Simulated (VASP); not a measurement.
An input for Ansatz (written as the equivalent of a VASP run, and not itself run):

Ansatz 0.2 input:
```yaml
crystal:
  lattice:
    - [1.7997510, -3.0709370, 0.0000000]
    - [1.7997510, 3.0709370, 0.0000000]
    - [0.0000000, 0.0000000, 5.1381910]
  atoms:
    - { symbol: Pt, position: [0.0000000, 0.0000000, 0.0000000] }
    - { symbol: S, position: [0.3333330, 0.6666670, 0.2300000] }
    - { symbol: S, position: [0.6806350, 0.3473010, 0.7700000] }
kpoints:
  mp_grid: { grid: [7, 7, 4] }
hamiltonian:
  xc: pbe
  pseudopotentials: { kind: paw }
scf:
  occupations: { method: gaussian, width: 0.05 }
  max_iter: 100
output: { forces: true, stress: true, eigenvalues: true }
```

Problem. Write the VASP files for the same calculation (PBE).

Solution. One answer among several that fit: 
File KPOINTS:
```
Automatic mesh
0
Gamma
7 7 4
0 0 0
```

### INCAR
```
ALGO = Normal
EDIFF = 1E-6
ENCUT = 400
GGA = PE
ISIF = 2
ISMEAR = 0
LASPH = T
LCHARG = F
LMAXMIX = 6
LREAL = F
LWAVE = F
NELM = 100
PREC = Single
SIGMA = 0.05
SYSTEM = PtS2
```

File POSCAR:
```
PtS2
1
    1.7997510000    -3.0709370000     0.0000000000
    1.7997510000     3.0709370000     0.0000000000
    0.0000000000     0.0000000000     5.1381910000
Pt S
1 2
Direct
  0.0000000000   0.0000000000   0.0000000000
  0.3333330000   0.6666670000   0.2300000000
  0.6806350000   0.3473010000   0.7700000000
```

POTCAR, in this order: Pt S (PBE.64 set). Program: vasp_std.

What does not carry over: each code has its own PAW files, so the cut-off isn't converted (ENCUT is set for VASP's; basis.ecutwfc is left out, and Ansatz then takes the one that its files recommend); Ansatz stops its SCF on the density residual and VASP on the energy change (EDIFF).

The compound is PtS2 in the 1T layered structure. The cell was not relaxed at this level, atoms are displaced from their ideal sites. The run is one of a series of settings (PREC = Single against the base run), some of them coarse on purpose.
